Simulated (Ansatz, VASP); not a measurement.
**One calculation of Si2Bi2Te, two programs**

```
CELL_PARAMETERS angstrom
-3.10136 3.10136 3.91378
3.10136 -3.10136 3.91378
3.10136 3.10136 -3.91378
ATOMIC_POSITIONS crystal
Si 0.85628 0.85628 0.00000
Si 0.14372 0.14372 0.00000
Bi 0.50000 0.00000 0.50000
Bi 0.00000 0.50000 0.50000
Te 0.50000 0.50000 0.00000
```

Alike in both runs: functional PBE; k mesh 4 × 4 × 4; occupations gaussian, width 0.1 eV; no spin polarisation.

Ansatz relaxed the structure, and its values are those at the end. VASP's run is a single point on that final structure, the one shown.

|  | VASP | Ansatz |
| --- | --- | --- |
| version | VASP 6.6.1 | Ansatz 0.2.0 |
| potentials or method | VASP PAW PBE potentials, release 64 (Si, Bi_d, Te) | scalar-relativistic, plane waves, PAW |
| plane-wave cutoff (eV) | 520 | 420 |
| valence electrons in the cell | 44 | 54 |

|  | VASP | Ansatz | Ansatz less VASP |
| --- | --- | --- | --- |
| gap on the k mesh at the Fermi level (eV) | none | none | - |
| pressure (GPa) | 0.0 | 0.0 | +0.04 |
| rms of the force components (eV/Å) | 0.004 | 0.003 | -0.0015 |

A gap of «none» marks a metal or a gap that the smearing closes. The two sets of potentials don't hold the same shells in valence.

Caveats: spin-orbit coupling is left out, which moves the levels of the heavy elements.
